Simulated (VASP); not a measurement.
Data:

```yaml
crystal:
  lattice:
    - [3.37102, 0.00000, 0.00000]
    - [-1.68551, 2.91939, 0.00000]
    - [0.00000, 0.00000, 8.10585]
  atoms:
    - { symbol: Hf, position: [0.33333, 0.66667, 0.03611] }
    - { symbol: Hf, position: [0.66667, 0.33333, 0.53611] }
    - { symbol: S, position: [0.33333, 0.66667, 0.33889] }
    - { symbol: S, position: [0.66667, 0.33333, 0.83889] }
```

Level of theory: PBEsol GGA, VASP's PBE PAW potentials (set 64) (plane waves; VASP). Numerical set-up: 400 eV cut-off, Gaussian smearing of 0.050 eV, potentials Hf_pv S.

### Question
Give the energies of bands 9 to 19 at the high-symmetry points, in eV from the Fermi level.

### Answer

```
band      Γ      M      K      A      L      H
----  -----  -----  -----  -----  -----  -----
9     -7.11  -6.31  -5.55  -6.28  -6.13  -5.30
10    -5.39  -6.16  -5.32  -6.28  -6.13  -5.30
11    -2.59  -4.65  -5.32  -2.37  -4.71  -5.24
12    -2.59  -4.48  -4.88  -2.37  -4.71  -5.24
13    -2.11  -3.39  -4.11  -2.37  -3.00  -4.05
14    -2.11  -2.49  -4.11  -2.37  -3.00  -4.05
15    -1.36  -1.58  -0.07  -0.88  -1.14  -0.10
16    -0.89  -0.68  -0.02  -0.88  -1.14  -0.10
17     1.32   0.68   0.66   1.66   1.02   0.30
18     1.32   1.44   0.66   1.66   1.02   0.30
19     2.38   2.44   1.71   1.66   3.77   3.13
```

It has no gap at this level: it comes out as a metal or semimetal.

The structure was generated: HfS was put into the wurtzite type (P6_3mc), which need not be its known phase. It was relaxed first, which changed the volume by -41 %.
